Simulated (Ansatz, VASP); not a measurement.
# Si (Silicon): VASP beside Ansatz

Wanted: the spread between two codes on one cell, functional and k mesh. The cell is taken from a series of VASP runs on this material, whose earlier steps may have relaxed, scaled or displaced it; both programs get it as it stands.

Method: plane waves, with VASP 6.6.1 beside it; relaxation of cell and atoms at PBE, in Ansatz 0.2.0.

## (1) Starting point

The structure is cubic, space group Fd-3m (No. 227). Conventional cell: a = 5.468 Å, b = 5.468 Å, c = 5.468 Å, α = 90.00°, β = 90.00°, γ = 90.00°. Nearest to Si lie 4 Si at 2.37 Å.

## (2) Ansatz: relaxation of cell and atoms, PBE

Ansatz runs on its default PAW (the set named soft_2) files.

The relaxed volume is the usual yardstick between codes: its relative difference is about their pressure difference at one cell divided by the bulk modulus.

input.yaml

```yaml
crystal:
  lattice:
    - [0.0, 2.7342373351, 2.7342373351]
    - [2.7342373351, 0.0, 2.7342373351]
    - [2.7342373351, 2.7342373351, 0.0]
  atoms:
    - { symbol: Si, position: [0.75, 0.75, 0.75] }
    - { symbol: Si, position: [0.5, 0.5, 0.5] }
hamiltonian:
  xc: pbe
  pseudopotentials: { kind: paw }
kpoints:
  mp_grid: { grid: [10, 10, 10] }
scf:
  occupations: { method: gaussian, width: 0.03 }
relax:
  f_tol: 0.01
  max_steps: 60
  cell: { stress_tol: 0.05 }
output:
  forces: true
  stress: true
  write_density: true
  write_potential: true
  elf: true
  volumetric_format: npy
```

On the command line:

```
$ ansatz run input.yaml --threads 4 --pin off --max-ram 9216MiB --backend cpu --events-out ev --progress --plain --runs-dir out
```

Numbers of over 12 decimals in the logs are rounded to 6 here.

What it wrote:

```text
Engine: ansatz 0.2.0, aarch64-unknown-linux-gnu
Pseudopotentials: kind: paw
Pseudopotential: Si, paw, valence charge 4, recommended cutoff 420 eV (normal), Si.paw.azcp
Functional definition: PBE
  parameter kappa = 0.804
  parameter beta = 0.066725
  exchange = pbe_x(kappa = kappa, mu = beta*pi^2/3)
  correlation = pbe_c(beta = beta)
Crystal: 2 atoms, lattice volume = 40.883 Å³
Basis set: ecut = 420 eV, 821 PW (Γ), exchange–correlation on 54×54×54 points (8 copies of the dense FFT grid, shifted against one another)
Bands: 8, of which v1, the nominal top of the filled ones, is band 4 counted from 1 (3 counted from 0)
Symmetry: 48 space group operations
Space group: Fd-3m (ITA 227), of the structure as read, at distance tolerance 3.4e-5 Å
k-points: 47 of 1000
Non-local potential: Si, projectors of the file, l = 0: 2, l = 1: 2, l = 2: 2
PAW form: soft (Blöchl's): semilocal exchange-correlation on the pseudo side does not see the compensation charge
PAW one-centre angular grid: Si, 110 points (default); XC on 64 Gauss nodes
Initial density: superposition of atomic densities (neutral atoms: chi_scale 0, normalization atom), corrected by the library's trained network
Initial wavefunctions: pseudopotential atomic-orbital guess
Functional: x = pbe(κ = 0.804, μ = 0.219515), c = pbe(β = 0.066725)
SCF iter   1: F=—  HF=-1271.619198 eV  |F-HF|=—  |Δ(HF+E_count)|=         —  Δρ=1.32e-3  dr2=4.59e-4  ethr=1.77e-3  ⟨swp⟩=6.0  Hψ=3391  notcnv=0
preconditioner: auto → none  [insulator: Δε(μ)=0.613 eV  Ē_g=9.378 eV  σ=0.030 eV  W_gap=1.00  n_scr=8 (ndim 8)  ℏωp=16.4 eV  f_vac=0.000  D(μ)=0.00/eV (n_scr^D=0)  ε∞_Penn≈4.1]
SCF iter   2: F=—  HF=-1271.619571 eV  |F-HF|=—  |Δ(HF+E_count)|=   3.73e-4  Δρ=5.30e-4  dr2=6.63e-5  ethr=5.74e-6  ⟨swp⟩=2.1  Hψ=919  notcnv=0
SCF iter   3: F=—  HF=-1271.619614 eV  |F-HF|=—  |Δ(HF+E_count)|=   4.30e-5  Δρ=1.04e-4  dr2=2.76e-6  ethr=8.28e-7  ⟨swp⟩=2.0  Hψ=564  notcnv=0
iter 4 did not close the SCF: its close was put off for the readings that it lacked (scf_convergence_deferred on its scf_iter line)
SCF iter   4: F=-1271.619616 eV  HF=-1271.619616 eV  |F-HF|=2.01e-8  |Δ(HF+E_count)|=   1.93e-6  Δρ=1.17e-5  dr2=3.48e-8  ethr=3.44e-8  ⟨swp⟩=2.0  Hψ=564  notcnv=0
iter 5 did not close the SCF: its close was put off for the readings that it lacked (scf_convergence_deferred on its scf_iter line)
SCF iter   5: F=-1271.619616 eV  HF=-1271.619616 eV  |F-HF|=2.73e-10  |Δ(HF+E_count)|=   2.51e-8  Δρ=9.55e-7  dr2=1.38e-10  ethr=4.35e-10  ⟨swp⟩=2.8  Hψ=567  notcnv=0
SCF iter   6: F=-1271.619616 eV  HF=-1271.619616 eV  |F-HF|=1.59e-12  |Δ(HF+E_count)|=  2.98e-10  Δρ=4.81e-8  dr2=7.41e-13  ethr=1.73e-12  ⟨swp⟩=4.0  Hψ=1621  notcnv=0
SCF 1 converged in 6 iterations: F = -1271.619616 eV  dr2 = 7.41e-13
  greatest PAW one-centre occupation: 0.633 electrons in one spin orbital (limit 2), on the Si atom at site 1 (counted from 0), in its partial waves of l = 0
relax step   1: F+E_penalty+E_count = -1271.61961632 eV  Δ(F+E_penalty+E_count) = +0.000e0 eV  max|allowed force component| = 9.252e-18 eV/Å  Δτ_max = 0.0000 Å  P = +0.085 GPa  Ω = 40.883 Å³  (6 SCF iters, accepted)
[...]
relax step   2: F+E_penalty+E_count = -1271.61962210 eV  Δ(F+E_penalty+E_count) = -5.780e-6 eV  max|allowed force component| = 9.714e-17 eV/Å  Δτ_max = 0.0000 Å  P = +0.020 GPa  Ω = 40.913 Å³  energy of the carried Pulay correction = -4.074e-6 eV  (3 SCF iters, dr2 threshold 1.82e-8 eV, accepted)
[...]
relax step   3: F+E_penalty+E_count = -1271.61962250 eV  Δ(F+E_penalty+E_count) = -4.032e-7 eV  max|allowed force component| = 3.701e-17 eV/Å  Δτ_max = 0.0000 Å  P = +0.020 GPa  Ω = 40.913 Å³  stress off target by 2.01e-2 GPa  SCF on the basis re-selected at this cell (its energy is not comparable with the rows above)  (3 SCF iters)
basis re-selected at this cell: Δ(F+E_penalty+E_count) = -4.032e-7 eV, ΔP = +0.000 GPa vs the last step (what re-selecting the basis moved, of the pressure what is left beyond the Pulay correction that the steps carried, after the strain that the cell walked since its last selection, with what the two solves' SCF thresholds leave and, on support functions, any second-order correction that the steps lacked; it is no m [...]
SCF converged after 3 iterations
Free energy (F): -1271.619622 eV
Harris-Foulkes:  -1271.619622 eV  (|F-HF|=2.96e-12)
Internal energy: -1271.619622 eV  (E = F + TS)
E sigma→0 (E₀):  -1271.619622 eV
Fermi energy:    6.313102 eV
--- Per-component energies (eV) ---
  E_band       = 8.028184
  E_kinetic    = 80.144839
  E_local      = -56.138528  (includes V_loc(G=0)·N_el)
  E_nonlocal   = 51.751199
  E_hartree    = 15.175358
  E_xc         = -110.124430
  E_vxc        = -93.156248  (∫ρ·V_xc dr)
  E_paw        = -1025.530354  (= ΣΔE_a)
  E_vpaw       = -4.923789  (= ΣTr[D̂ρ^β])
  E_aug_tail   = 0.000013  (compensation charges beyond the density's cutoff)
  E_ewald      = -226.897717
  E_smearing   = -0.000000  (= −TS)
  E_closure    = -0.000000  (closes the sum)
  Σ components = -1271.619622   (vs F -1271.619622, Δ=0.00e0)
--- Forces (eV/Å), atoms counted from 1 ---
  atom   1  Si    -0.00000000    -0.00000000     0.00000000
  atom   2  Si     0.00000000     0.00000000    -0.00000000
  max |Σ_I F_I| component: 3.24e-17 eV/Å
--- Stress (GPa, compression-positive) ---
        0.020053      -0.000000      -0.000000
       -0.000000       0.020053      -0.000000
       -0.000000      -0.000000       0.020053
  P = ⅓ Tr σ = 0.0201 GPa (0.201 kbar)
--- Band table (eV; the first three rows and the last of 47) ---
  k-point 0: bands = ["-5.8092", "6.0054", "6.0054", "6.0054", "8.5573", "8.5573", "8.5573", "9.1236"]
  k-point 1: bands = ["-5.6807", "4.8618", "5.8113", "5.8113", "8.5213", "8.8431", "8.8431", "10.0973"]
  k-point 2: bands = ["-5.3014", "3.0218", "5.4372", "5.4372", "8.1507", "9.3451", "9.3451", "11.8729"]
  k-point 46: bands = ["-1.6045", "-1.6045", "2.3198", "2.3198", "9.4285", "9.4285", "11.8611", "11.8611"]
--- Relaxed structure (2 steps of the walk, 2 accepted, 1 SCFs on fresh bases) ---
  F+E_penalty+E_count = -1271.61962250 eV   max|allowed force component| = 3.701e-17 eV/Å   (the final SCF, on the basis selected at the relaxed cell)
  cell:  # Å, volume = 40.9126 Å³
    - [0, 2.734906, 2.734906]
    - [2.734906, 0, 2.734906]
    - [2.734906, 2.734906, 0]
  atoms:
    - { symbol: Si, position: [0.75, 0.75, 0.75] }
    - { symbol: Si, position: [0.5, 0.5, 0.5] }
```

Run time: 1.6 s. Hardware: 4 threads of Arm Neoverse N1, shared host; peak memory 0.3 GiB; 5.3 s of CPU time.

## (3) VASP: relaxation of cell and atoms, PBE

The same cell, functional, mesh and smearing now go to VASP, with its own data sets and cutoff.

Lines of VASP's logs that name or quote its potential files are left out, and so is its time.

INCAR

```
SYSTEM = Si
PREC = Accurate
ENCUT = 520
EDIFF = 1E-07
NELM = 100
ISMEAR = 0
SIGMA = 0.03
LREAL = .FALSE.
ALGO = Normal
GGA = PE
NBANDS = 10
LORBIT = 11
LWAVE = .FALSE.
LCHARG = .FALSE.
KPAR = 4
IBRION = 2
NSW = 50
ISIF = 3
EDIFFG = -0.005
LASPH = .TRUE.
```

POSCAR

```
Si
1.0
    0.0000000000      2.7342373351      2.7342373351
    2.7342373351      0.0000000000      2.7342373351
    2.7342373351      2.7342373351      0.0000000000
Si
2
Direct
    0.7500000000      0.7500000000      0.7500000000
    0.5000000000      0.5000000000      0.5000000000
```

KPOINTS

```
Automatic mesh
0
Gamma
10 10 10
0 0 0
```

The projector-augmented-wave data sets are Si (PBE family, release 64).

On the command line:

```
$ mpirun -np 4 vasp_std
```

What it wrote:

```text
[banner, memory and clock lines left out]
running    4 mpi-ranks, on    1 nodes
 distrk:  each k-point on    1 cores,    4 groups
 distr:  one band on    1 cores,    1 groups

 POSCAR found type information on POSCAR Si
 POSCAR found :  1 types and       2 ions
 LDA part: xc-table for (Slater+PW92), standard interpolation
 POSCAR, INCAR and KPOINTS ok, starting setup
 FFT: planning ... GRIDC
 FFT: planning ... GRID_SOFT
 FFT: planning ... GRID
 WAVECAR not read
 entering main loop
       N       E                     dE             d eps       ncg     rms          rms(c)
DAV:   1     0.844657482986E+01    0.84466E+01   -0.34162E+03   940   0.656E+02
DAV:   2    -0.104825125722E+02   -0.18929E+02   -0.18038E+02  1390   0.871E+01
DAV:   3    -0.110125712706E+02   -0.53006E+00   -0.52784E+00  1146   0.132E+01
DAV:   4    -0.110174546400E+02   -0.48834E-02   -0.48827E-02  1200   0.150E+00
DAV:   5    -0.110174953192E+02   -0.40679E-04   -0.40679E-04  1178   0.129E-01    0.475E+00
DAV:   6    -0.109014859311E+02    0.11601E+00   -0.69040E-02  1058   0.115E+00    0.289E+00
DAV:   7    -0.108477747828E+02    0.53711E-01   -0.13350E-01  1078   0.172E+00    0.169E-01
DAV:   8    -0.108489776976E+02   -0.12029E-02   -0.48759E-03  1068   0.413E-01    0.795E-02
DAV:   9    -0.108491784380E+02   -0.20074E-03   -0.19702E-04  1200   0.917E-02    0.569E-02
DAV:  10    -0.108492028991E+02   -0.24461E-04   -0.23594E-05  1078   0.297E-02    0.544E-03
DAV:  11    -0.108492033759E+02   -0.47676E-06   -0.14825E-06  1210   0.698E-03    0.278E-03
DAV:  12    -0.108492036153E+02   -0.23940E-06   -0.44897E-07  1002   0.439E-03    0.827E-04
DAV:  13    -0.108492036239E+02   -0.85705E-08   -0.26734E-09   574   0.378E-04
   1 F= -.10849204E+02 E0= -.10849204E+02  d E =-.108492E+02
 curvature:   0.00 expect dE= 0.000E+00 dE for cont linesearch  0.000E+00
 trial: gam= 0.00000 g(F)=  0.280E-49 g(S)=  0.126E-06 ort = 0.000E+00 (trialstep = 0.100E+01)
 search vector abs. value=  0.126E-06
 reached required accuracy - stopping structural energy minimisation
```

OUTCAR, selected parts (step 3):

```text
ion  position               nearest neighbor table
   1  0.750  0.750  0.750-   2 2.37   2 2.37   2 2.37   2 2.37
   2  0.500  0.500  0.500-   1 2.37   1 2.37   1 2.37   1 2.37

  LATTYP: Found a face centered cubic cell.
 ALAT       =     5.4684746702

 Subroutine GETGRP returns: Found 48 space group operations
 (whereof 24 operations were pure point group operations)

The static configuration has the point symmetry T_d .
 The point group associated with its full space group is O_h .

 Found     47 irreducible k-points:

   k-points           NKPTS =     47   k-points in BZ     NKDIM =     47   number of bands    NBANDS=     10

   dimension x,y,z NGX =    30 NGY =   30 NGZ =   30
   dimension x,y,z NGXF=    60 NGYF=   60 NGZF=   60

   ENCUT  =  520.0 eV  38.22 Ry    6.18 a.u.   7.19  7.19  7.19*2*pi/ulx,y,z

   NELECT =       8.0000    total number of electrons

 k-points in reciprocal lattice and weights: Automatic mesh
   0.00000000  0.00000000  0.00000000       0.001
   0.10000000  0.00000000  0.00000000       0.008
   0.20000000  0.00000000  0.00000000       0.008
   0.30000000  0.00000000  0.00000000       0.008
   0.40000000  0.00000000  0.00000000       0.008
   0.50000000  0.00000000  0.00000000       0.004
   0.10000000  0.10000000  0.00000000       0.006
   0.20000000  0.10000000  0.00000000       0.024
   0.30000000  0.10000000  0.00000000       0.024
[...]
-0.30000000  0.40000000  0.20000000       0.024
  -0.30000000  0.50000000  0.20000000       0.012

 average (electrostatic) potential at core
       1 -83.4811       2 -83.4811

 E-fermi :   5.7404

 k-point     1 :       0.0000    0.0000    0.0000
  band No.  band energies     occupation
      1      -6.1980      2.00000
      2       5.6176      2.00000
      3       5.6176      2.00000
      4       5.6176      2.00000
      5       8.1745      0.00000
      6       8.1745      0.00000
      7       8.1745      0.00000
      8       8.7531      0.00000
      9      13.3268      0.00000
    ...

 k-point     2 :       0.1000    0.0000    0.0000
  band No.  band energies     occupation
      1      -6.0694      2.00000
      2       4.4755      2.00000
      3       5.4238      2.00000
      4       5.4238      2.00000
      5       8.1408      0.00000
      6       8.4603      0.00000
      7       8.4603      0.00000
      8       9.7228      0.00000
      9      12.9770      0.00000
    ...

 k-point     3 :       0.2000    0.0000    0.0000
  band No.  band energies     occupation
      1      -5.6900      2.00000
      2       2.6356      2.00000
      3       5.0500      2.00000
      4       5.0500      2.00000
      5       7.7707      0.00000
      6       8.9622      0.00000
      7       8.9622      0.00000
      8      11.4973      0.00000
      9      12.6663      0.00000
    ...

  Total        0.0013176      0.0013176      0.0013176     -0.0000000     -0.0000000      0.0000000
  in kB        0.0516359      0.0516359      0.0516359     -0.0000000     -0.0000000      0.0000000
  external PRESSURE =       0.0516359 kB  Pullay stress =       0.0000000 kB

  energy-cutoff  :      520.00
  volume of cell :       40.88
      direct lattice vectors                 reciprocal lattice vectors
     0.000000000  2.734237335  2.734237335    -0.182866349  0.182866349  0.182866349
     2.734237335  0.000000000  2.734237335     0.182866349 -0.182866349  0.182866349
     2.734237335  2.734237335  0.000000000     0.182866349  0.182866349 -0.182866349

 POSITION                                       TOTAL-FORCE (eV/Angst)
 -----------------------------------------------------------------------------------
      4.10136      4.10136      4.10136         0.000000      0.000000      0.000000
      2.73424      2.73424      2.73424        -0.000000     -0.000000     -0.000000
 -----------------------------------------------------------------------------------
    total drift:                                0.000000     -0.000000     -0.000000

  FREE ENERGIE OF THE ION-ELECTRON SYSTEM (eV)
  ---------------------------------------------------
  free  energy   TOTEN  =       -10.8492036239 eV

  energy  without entropy=      -10.8492036239  energy(sigma->0) =      -10.84920362

 reached required accuracy - stopping structural energy minimisation

 total charge
# of ion       s       p       d       tot
------------------------------------------
    1        0.751   0.928   0.000   1.679
    2        0.751   0.928   0.000   1.679
--------------------------------------------------
tot          1.502   1.856   0.000   3.358

[... 3 further parts left out ...]
```

## (4) Comparison

Known differences besides the potentials themselves: both relaxations stop at a tolerance, which leaves soft axes loose, and VASP keeps its plane-wave basis; the cutoff is 420 eV in Ansatz and 520 eV in VASP; Ansatz adds a Pulay correction to the stress that steers its cell, VASP none. Total energies have different zeros and are not compared.

Compared:

| quantity | Ansatz | VASP | difference |
| --- | --- | --- | --- |
| volume (Å³) | 40.91 | 40.88 | +0.07 % |
| edge a after relaxation, in the typed setting (Å) | 3.868 | 3.867 | +0.02 % |

The walks stopped with 0.02 GPa left in Ansatz and 0.01 GPa in VASP; each walk ends within a tolerance, so the volume difference is uncertain by about these residues over the bulk modulus, most in soft cells.

## (5) Results

* difference in volume (relaxation of cell and atoms, PBE): 0.073 %

**Reading.** The difference in volume is 0.073 % (relaxation of cell and atoms, PBE), within the 1.2 % picked in this series as the mark of a large difference, as far as the stopping tolerances let one tell. Such differences can come from data sets, numerical settings and the points named under the comparisons, not from the functional's error against experiment.

[Lines on the potential files, build, host, timing and source positions are cut from VASP's logs without a mark.]

[Logs are printed without paths, hosts, clocks, repeated set-up lines and the standing remarks that a program may print on its own settings, such as how far it seeks lower states.]

[Hosts, paths, dates, database ids (printed as entryN), source tags and the programs' standing remarks are cut or masked in the printed files.]
